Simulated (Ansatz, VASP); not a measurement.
**SrTiO3 (Tausonite): VASP beside Ansatz**

One calculation is typed for both programs; each brings its own data sets and cutoff. How far apart do they land? The cell is a member of a volume series, scaled by 0.985 from a relaxed one, so a pressure remains.

Main program and level: Ansatz 0.2.0; plane waves, with VASP 6.6.1 beside it; single point at LDA and single point at BLYP.

### Step 1. Set-up

Symmetry: Pm-3m, No. 221, cubic system. The conventional cell has a = 3.842 Å, b = 3.842 Å, c = 3.842 Å, α = 90.00°, β = 90.00°, γ = 90.00°. Nearest to Sr lie 12 O at 2.72 Å. Ti has 6 O at 1.92 Å nearest. Nearest to O lie 2 Ti at 1.92 Å and 4 Sr at 2.72 Å. Farther neighbours and most contacts between anions are not listed.

### Step 2. Ansatz: single point, LDA, volume scaled by 0.985

Ansatz runs on its default PAW (the set named soft_2) files.

With cell and atoms fixed, the geometry can't cause a difference; cores, projectors, grids and the points listed under the comparison can.

input.yaml

```yaml
crystal:
  lattice:
    - [3.84190582, 0.0, 0.0]
    - [0.0, 3.84190582, 0.0]
    - [0.0, 0.0, 3.84190582]
  atoms:
    - { symbol: Sr, position: [0.5, 0.5, 0.5] }
    - { symbol: Ti, position: [0.0, 0.0, 0.0] }
    - { symbol: O, position: [0.0, 0.0, 0.5] }
    - { symbol: O, position: [0.0, 0.5, 0.0] }
    - { symbol: O, position: [0.5, 0.0, 0.0] }
hamiltonian:
  xc: lda
  pseudopotentials: { kind: paw }
kpoints:
  mp_grid: { grid: [6, 6, 6] }
scf:
  occupations: { method: gaussian, width: 0.03 }
  n_extra_bands: 5
output:
  forces: true
  stress: true
  eigenvalues: true
```

Command:

```sh
ansatz run input.yaml --threads 2 --pin off --max-ram 4608MiB --backend cpu --events-out ev --progress --plain --runs-dir out
```

Numbers of over 12 decimals in the logs are rounded to 6 here.

What it wrote:

```text
scf.n_extra_bands = 5 over 20 filled bands (N_el = 40.0): the run solves 25 bands
Engine: ansatz 0.2.0, aarch64-unknown-linux-gnu
Pseudopotentials: kind: paw
Pseudopotential: Sr, paw, valence charge 10, recommended cutoff 420 eV (normal), Sr.paw.azcp
Pseudopotential: Ti, paw, valence charge 12, recommended cutoff 420 eV (normal), Ti.paw.azcp
Pseudopotential: O, paw, valence charge 6, recommended cutoff 420 eV (normal), O.paw.azcp
Functional definition: SPW92
  exchange = slater_x
  correlation = pw_c
Crystal: 5 atoms, lattice volume = 56.707 Å³
Basis set: ecut = 420 eV, 1141 PW (Γ)
Bands: 25, of which v1, the nominal top of the filled ones, is band 20 counted from 1 (19 counted from 0)
Symmetry: 48 space group operations
Space group: Pm-3m (ITA 221), of the structure as read, at distance tolerance 3.8e-5 Å
k-points: 20 of 216
Non-local potential: Sr, projectors of the file, l = 0: 3, l = 1: 2, l = 2: 2
Non-local potential: Ti, projectors of the file, l = 0: 3, l = 1: 2, l = 2: 3, l = 3: 1
Non-local potential: O, projectors of the file, l = 0: 2, l = 1: 2, l = 2: 1
PAW form: soft (Blöchl's): semilocal exchange-correlation on the pseudo side does not see the compensation charge
PAW frozen core: Sr, regenerated for the run's functional, and the local potential with it (the file was generated under x = pbe(κ = 0.804, μ = 0.219515), c = pbe(β = 0.066725))
PAW frozen core: Ti, regenerated for the run's functional, and the local potential with it (the file was generated under x = pbe(κ = 0.804, μ = 0.219515), c = pbe(β = 0.066725))
PAW frozen core: O, regenerated for the run's functional, and the local potential with it (the file was generated under x = pbe(κ = 0.804, μ = 0.219515), c = pbe(β = 0.066725))
PAW one-centre angular grid: Sr, 110 points (default); XC on 64 Gauss nodes
PAW one-centre angular grid: Ti, 590 points (default); XC on 64 Gauss nodes
PAW one-centre angular grid: O, 110 points (default); XC on 64 Gauss nodes
Initial density: superposition of atomic densities (neutral atoms: chi_scale 0, normalization atom), corrected by the library's trained network
Initial wavefunctions: pseudopotential atomic-orbital guess
Functional: x = slater, c = lda
SCF iter   1: F=—  HF=-7569.460185 eV  |F-HF|=—  |Δ(HF+E_count)|=         —  Δρ=1.87e-2  dr2=1.80e-1  ethr=1.77e-3  ⟨swp⟩=7.3  Hψ=2618  notcnv=0
preconditioner: auto → Resta (q_TF=auto, 2.574 Å⁻¹)  ε∞=5.7  [insulator: Δε(μ)=1.616 eV  Ē_g=12.407 eV  σ=0.030 eV  W_gap=1.00  n_scr=18 (ndim 8)  ℏωp=27.0 eV  f_vac=0.000  D(μ)=0.00/eV (n_scr^D=0)  ε∞_Penn≈5.7]
SCF iter   2: F=—  HF=-7569.425412 eV  |F-HF|=—  |Δ(HF+E_count)|=   3.48e-2  Δρ=5.87e-3  dr2=2.05e-2  ethr=4.51e-4  ⟨swp⟩=2.1  Hψ=884  notcnv=0  defer=19
SCF iter   3: F=—  HF=-7569.421586 eV  |F-HF|=—  |Δ(HF+E_count)|=   3.83e-3  Δρ=1.87e-3  dr2=1.88e-3  ethr=5.13e-5  ⟨swp⟩=2.0  Hψ=728  notcnv=0  defer=20
SCF iter   4: F=—  HF=-7569.421186 eV  |F-HF|=—  |Δ(HF+E_count)|=   4.00e-4  Δρ=1.42e-4  dr2=6.95e-6  ethr=4.69e-6  ⟨swp⟩=1.9  Hψ=542  notcnv=0  defer=20
SCF iter   5: F=—  HF=-7569.421187 eV  |F-HF|=—  |Δ(HF+E_count)|=   1.68e-7  Δρ=2.40e-5  dr2=2.79e-7  ethr=1.74e-8  ⟨swp⟩=2.2  Hψ=826  notcnv=0  defer=20
SCF iter   6: F=-7569.421187 eV  HF=-7569.421187 eV  |F-HF|=2.70e-9  |Δ(HF+E_count)|=   9.96e-8  Δρ=5.66e-6  dr2=1.38e-8  ethr=2.50e-10  ⟨swp⟩=9.8  Hψ=2463  notcnv=0
SCF 1 converged in 6 iterations: F = -7569.421187 eV  dr2 = 1.38e-8
  greatest PAW one-centre occupation: 0.999 electrons in one spin orbital (limit 2), on the Ti atom at site 1 (counted from 0), in its partial waves of l = 0
SCF converged after 6 iterations
Free energy (F): -7569.421187 eV
Harris-Foulkes:  -7569.421187 eV  (|F-HF|=2.70e-9)
Internal energy: -7569.421187 eV  (E = F + TS)
E sigma→0 (E₀):  -7569.421187 eV
Fermi energy:    11.245531 eV
--- Per-component energies (eV) ---
  E_band       = -186.286009
  E_kinetic    = 1048.940468
  E_local      = -2327.069232  (includes V_loc(G=0)·N_el)
  E_nonlocal   = 361.994769
  E_hartree    = 810.832242
  E_xc         = -490.938917
  E_vxc        = -569.955472  (∫ρ·V_xc dr)
  E_paw        = -4035.314042  (= ΣΔE_a)
  E_vpaw       = -321.869989  (= ΣTr[D̂ρ^β])
  E_aug_tail   = 0.007688  (compensation charges beyond the density's cutoff)
  E_ewald      = -2938.785014
  E_core_change = 0.910850  (= ΣΔE_core)
  E_smearing   = -0.000000  (= −TS)
  E_closure    = -0.000000  (closes the sum)
  Σ components = -7569.421187   (vs F -7569.421187, Δ=0.00e0)
--- Forces (eV/Å), atoms counted from 1 ---
  atom   1  Sr    -0.00000000     0.00000000     0.00000000
  atom   2  Ti    -0.00000000     0.00000000    -0.00000000
  atom   3  O      0.00000000     0.00000000     0.00000000
  atom   4  O      0.00000000     0.00000000    -0.00000000
  atom   5  O      0.00000000    -0.00000000    -0.00000000
  max |Σ_I F_I| component: 1.97e-29 eV/Å
--- Stress (GPa, compression-positive) ---
        1.973765       0.000000       0.000000
       -0.000000       1.973765       0.000000
        0.000000       0.000000       1.973765
  P = ⅓ Tr σ = 1.9738 GPa (19.738 kbar)
--- Band table (eV; the first three rows and the last of 20) ---
  k-point 0: bands = [... 16 lower, 9.0374, 9.9986, 9.9986, 9.9986, 12.1793, 12.1793, 12.1793, 15.0249, ... 1 higher]
  k-point 1: bands = [... 16 lower, 8.7761, 9.1916, 9.8382, 9.8382, 12.2266, 12.8218, 12.8218, 15.0533, ... 1 higher]
  k-point 2: bands = [... 16 lower, 8.0987, 8.3254, 9.6613, 9.6613, 12.3253, 13.8605, 13.8605, 15.0718, ... 1 higher]
  k-point 19: bands = [... 16 lower, 6.4113, 10.3118, 10.3118, 10.3118, 15.0832, 15.0832, 15.0832, 17.4009, ... 1 higher]
```

Wall time 2 s (2 threads of Arm Neoverse N1, shared host); peak memory 0.31 GiB; 3.5 s of CPU time.

The column dr2 measures how far the density is from self-consistency, as an energy; F and HF (Harris–Foulkes) agree once it is small.

The run ends at a pressure of 1.97 GPa.

### Step 3. VASP: single point, LDA, volume scaled by 0.985

The same cell, functional (in two slightly different forms), mesh and smearing now go to VASP, with its own data sets and cutoff.

Lines of VASP's logs that name or quote its potential files are left out, and so is its time.

The input asks for a relaxation, which ended at its first step since no free force or stress exceeded the threshold; so it serves as a single point.

INCAR

```
SYSTEM = SrTiO3
PREC = Accurate
ENCUT = 520
EDIFF = 1E-06
NELM = 100
ISMEAR = 0
SIGMA = 0.03
LREAL = .FALSE.
ALGO = Normal
GGA = CA
NBANDS = 26
LASPH = .TRUE.
LORBIT = 11
LWAVE = .FALSE.
LCHARG = .FALSE.
KPAR = 16
IBRION = 2
NSW = 30
ISIF = 4
EDIFFG = -0.01
```

POSCAR

```
SrTiO3
1.0
    3.8419058234      0.0000000000      0.0000000000
    0.0000000000      3.8419058234      0.0000000000
    0.0000000000      0.0000000000      3.8419058234
Sr Ti O
1 1 3
Direct
    0.5000000000      0.5000000000      0.5000000000
    0.0000000000      0.0000000000      0.0000000000
    0.0000000000      0.0000000000      0.5000000000
    0.0000000000      0.5000000000      0.0000000000
    0.5000000000      0.0000000000      0.0000000000
```

KPOINTS

```
Automatic mesh
0
Gamma
6 6 6
0 0 0
```

PAW data sets: Sr_sv, Ti_sv and O (LDA family, release 64).

Command:

```sh
mpirun -np 16 vasp_std
```

What it wrote:

```text
[banner, memory and clock lines left out]
running   16 mpi-ranks, on    1 nodes
 distrk:  each k-point on    1 cores,   16 groups
 distr:  one band on    1 cores,    1 groups

 POSCAR found type information on POSCAR SrTiO
 POSCAR found :  3 types and       5 ions
|                                                                             |
|           W    W    AA    RRRRR   N    N  II  N    N   GGGG   !!!           |
|           W    W   A  A   R    R  NN   N  II  NN   N  G    G  !!!           |
|           W    W  A    A  R    R  N N  N  II  N N  N  G       !!!           |
|           W WW W  AAAAAA  RRRRR   N  N N  II  N  N N  G  GGG   !            |
|           WW  WW  A    A  R   R   N   NN  II  N   NN  G    G                |
|           W    W  A    A  R    R  N    N  II  N    N   GGGG   !!!           |
|                                                                             |
|     For optimal performance we recommend to set                             |
|       NCORE = 2 up to number-of-cores-per-socket                            |
|     NCORE specifies how many cores store one orbital (NPAR=cpu/NCORE).      |
|     This setting can greatly improve the performance of VASP for DFT.       |
|     The default, NCORE=1 might be grossly inefficient on modern             |
|     multi-core architectures or massively parallel machines. Do your        |
|     Unfortunately you need to use the default for GW and RPA                |
|     calculations (for HF NCORE is supported but not extensively tested      |
|     yet).                                                                   |
|                                                                             |

 LDA part: xc-table for (Slater(with rela. corr.)+CA(PZ))
 , standard interpolation
 POSCAR, INCAR and KPOINTS ok, starting setup
 FFT: planning ... GRIDC
 FFT: planning ... GRID_SOFT
 FFT: planning ... GRID
 WAVECAR not read
 entering main loop
       N       E                     dE             d eps       ncg     rms          rms(c)
DAV:   1     0.428146915526E+03    0.42815E+03   -0.21264E+04  1040   0.168E+03
DAV:   2    -0.128094422334E+02   -0.44096E+03   -0.42545E+03  1258   0.462E+02
DAV:   3    -0.514816884677E+02   -0.38672E+02   -0.38453E+02  1182   0.140E+02
DAV:   4    -0.539835744591E+02   -0.25019E+01   -0.24993E+01  1824   0.289E+01
DAV:   5    -0.540124891686E+02   -0.28915E-01   -0.28904E-01  1332   0.290E+00    0.286E+01
DAV:   6    -0.442721920558E+02    0.97403E+01   -0.57678E+01  1482   0.704E+01    0.177E+01
DAV:   7    -0.442634702003E+02    0.87219E-02   -0.78360E+00  1318   0.215E+01    0.120E+01
DAV:   8    -0.442555465176E+02    0.79237E-02   -0.17453E+00  1278   0.139E+01    0.293E+00
DAV:   9    -0.441726697998E+02    0.82877E-01   -0.42090E-01  1264   0.683E+00    0.902E-01
DAV:  10    -0.441777149990E+02   -0.50452E-02   -0.14626E-01  1388   0.261E+00    0.862E-01
DAV:  11    -0.441676290698E+02    0.10086E-01   -0.50997E-02  1514   0.179E+00    0.121E-01
DAV:  12    -0.441675996071E+02    0.29463E-04   -0.21899E-03  1286   0.509E-01    0.583E-02
DAV:  13    -0.441676227549E+02   -0.23148E-04   -0.26712E-04  1684   0.127E-01    0.355E-02
DAV:  14    -0.441676175544E+02    0.52005E-05   -0.51382E-05  1376   0.783E-02    0.151E-02
DAV:  15    -0.441676160870E+02    0.14674E-05   -0.29201E-05  1448   0.417E-02    0.117E-02
DAV:  16    -0.441676153601E+02    0.72690E-06   -0.34605E-06  1022   0.229E-02
   1 F= -.44167615E+02 E0= -.44167615E+02  d E =-.441676E+02
 curvature:   0.00 expect dE= 0.000E+00 dE for cont linesearch  0.000E+00
 trial: gam= 0.00000 g(F)=  0.000E+00 g(S)=  0.286E-33 ort = 0.000E+00 (trialstep = 0.100E+01)
 search vector abs. value=  0.100E-09
 reached required accuracy - stopping structural energy minimisation
```

Parts of OUTCAR (step 3):

```text
ion  position               nearest neighbor table
   1  0.500  0.500  0.500-   3 2.72   4 2.72   5 2.72   4 2.72   5 2.72   3 2.72   5 2.72   5 2.72
                             3 2.72   4 2.72   4 2.72   3 2.72   2 3.33   2 3.33   2 3.33   2 3.33
   2  0.000  0.000  0.000-   3 1.92   4 1.92   5 1.92   3 1.92   4 1.92   5 1.92   1 3.33   1 3.33
                             1 3.33   1 3.33   1 3.33   1 3.33   1 3.33   1 3.33
   3  0.000  0.000  0.500-   2 1.92   2 1.92   1 2.72   1 2.72   1 2.72   1 2.72
   4  0.000  0.500  0.000-   2 1.92   2 1.92   1 2.72   1 2.72   1 2.72   1 2.72
   5  0.500  0.000  0.000-   2 1.92   2 1.92   1 2.72   1 2.72   1 2.72   1 2.72

  LATTYP: Found a simple cubic cell.
 ALAT       =     3.8419058234

 Subroutine GETGRP returns: Found 48 space group operations
 (whereof 48 operations were pure point group operations)

The static configuration has the point symmetry O_h .

 Found     20 irreducible k-points:

   k-points           NKPTS =     20   k-points in BZ     NKDIM =     20   number of bands    NBANDS=     26

   dimension x,y,z NGX =    30 NGY =   30 NGZ =   30
   dimension x,y,z NGXF=    60 NGYF=   60 NGZF=   60

   ENCUT  =  520.0 eV  38.22 Ry    6.18 a.u.   7.14  7.14  7.14*2*pi/ulx,y,z

   NELECT =      40.0000    total number of electrons

 k-points in reciprocal lattice and weights: Automatic mesh
   0.00000000  0.00000000  0.00000000       0.005
   0.16666667  0.00000000  0.00000000       0.028
   0.33333333  0.00000000  0.00000000       0.028
   0.50000000  0.00000000  0.00000000       0.014
   0.16666667  0.16666667  0.00000000       0.056
   0.33333333  0.16666667  0.00000000       0.111
   0.50000000  0.16666667  0.00000000       0.056
   0.33333333  0.33333333  0.00000000       0.056
   0.50000000  0.33333333  0.00000000       0.056
[...]
0.50000000  0.50000000  0.33333333       0.028
   0.50000000  0.50000000  0.50000000       0.005

 average (electrostatic) potential at core
       1 -33.7932       2 -75.9335       3 -70.2618       4 -70.2618       5 -70.2618

 E-fermi :   4.4602

 k-point     1 :       0.0000    0.0000    0.0000
  band No.  band energies     occupation
    ...
     16       3.0198      2.00000
     17       3.0198      2.00000
     18       3.9694      2.00000
     19       3.9694      2.00000
     20       3.9694      2.00000
     21       6.1243      0.00000
     22       6.1243      0.00000
     23       6.1243      0.00000
     24       8.9601      0.00000
     25       8.9601      0.00000
    ...

 k-point     2 :       0.1667    0.0000    0.0000
  band No.  band energies     occupation
    ...
     16       2.6446      2.00000
     17       2.7515      2.00000
     18       3.1615      2.00000
     19       3.8081      2.00000
     20       3.8081      2.00000
     21       6.1731      0.00000
     22       6.7715      0.00000
     23       6.7715      0.00000
     24       8.9909      0.00000
     25       9.7129      0.00000
    ...

 k-point     3 :       0.3333    0.0000    0.0000
  band No.  band energies     occupation
    ...
     16       2.0380      2.00000
     17       2.0694      2.00000
     18       2.2907      2.00000
     19       3.6309      2.00000
     20       3.6309      2.00000
     21       6.2751      0.00000
     22       7.8142      0.00000
     23       7.8142      0.00000
     24       9.0106      0.00000
     25      10.8505      0.00000
    ...

  Total        1.1071357      1.1071357      1.1071357     -0.0000000      0.0000000     -0.0000000
  in kB       31.2803271     31.2803271     31.2803271     -0.0000000      0.0000000     -0.0000000
  external PRESSURE =      31.2803271 kB  Pullay stress =       0.0000000 kB

  energy-cutoff  :      520.00
  volume of cell :       56.71
      direct lattice vectors                 reciprocal lattice vectors
     3.841905823  0.000000000  0.000000000     0.260287484  0.000000000  0.000000000
     0.000000000  3.841905823  0.000000000     0.000000000  0.260287484  0.000000000
     0.000000000  0.000000000  3.841905823     0.000000000  0.000000000  0.260287484

 POSITION                                       TOTAL-FORCE (eV/Angst)
 -----------------------------------------------------------------------------------
      1.92095      1.92095      1.92095         0.000000      0.000000      0.000000
      0.00000      0.00000      0.00000         0.000000      0.000000      0.000000
      0.00000      0.00000      1.92095         0.000000      0.000000      0.000000
      0.00000      1.92095      0.00000         0.000000      0.000000      0.000000
      1.92095      0.00000      0.00000         0.000000      0.000000      0.000000
 -----------------------------------------------------------------------------------
    total drift:                               -0.000000     -0.000000      0.000000

  FREE ENERGIE OF THE ION-ELECTRON SYSTEM (eV)
  ---------------------------------------------------
  free  energy   TOTEN  =       -44.1676153601 eV

  energy  without entropy=      -44.1676153601  energy(sigma->0) =      -44.16761536

 reached required accuracy - stopping structural energy minimisation

 total charge
# of ion       s       p       d       tot
------------------------------------------
    1        2.001   5.793   0.230   8.023
    2        2.251   6.367   1.851  10.469
    3        1.555   3.494   0.000   5.049
    4        1.555   3.494   0.000   5.049
    5        1.555   3.494   0.000   5.049
--------------------------------------------------
tot          8.917  22.643   2.081  33.640

[... 3 further parts left out ...]
```

### Step 4. Comparison

Known differences besides the potentials themselves: the two LDA forms differ slightly; the cutoff is 420 eV in Ansatz and 520 eV in VASP; VASP's log shows a relativistic correction to its local exchange, Ansatz's none. Total energies have different zeros and are not compared.

The two programs side by side:

| quantity | Ansatz | VASP | difference |
| --- | --- | --- | --- |
| pressure (GPa) | 1.97 | 3.13 | -1.15 |
| pressure without Ansatz's Pulay correction (GPa) | 1.13 | 3.13 | -2.00 |
| gap on the k mesh (eV) | 1.867 | 1.830 | +0.037 |

A gap on the mesh is an upper bound, since the band edges may lie between its points. Ansatz's pressure holds a Pulay correction of 0.84 GPa; VASP's holds none.

### Step 5. Other set-ups

Further runs change the set-up of one program: Ansatz's method, potentials or start, or VASP's data sets, cutoff or form of LDA. The table gives Ansatz less VASP for each quantity, since a change that brings one quantity closer may part another.

| run | pressure (GPa) | gap on the k mesh (eV) | pressure without Ansatz's Pulay correction (GPa) |
| --- | --- | --- | --- |
| as above | -1.2 | 0.037 | -2.0 |
| cores kept as stored | -0.94 | 0.034 | -1.7 |
| Ansatz's larger PAW set (cutoff 910 eV) | -1.00 | 0.032 | -1.1 |
| norm-conserving potentials (cutoff 1143 eV) | -1.5 | 0.063 |  |

(Part 1 of 2 ends here.)

[Lines on the potential files, build, host, timing and source positions are cut from VASP's logs without a mark.]

[Logs are printed without paths, hosts, clocks, repeated set-up lines and the standing remarks that a program may print on its own settings, such as how far it seeks lower states.]

[Hosts, paths, dates, database ids (printed as entryN), source tags and the programs' standing remarks are cut or masked in the printed files.]
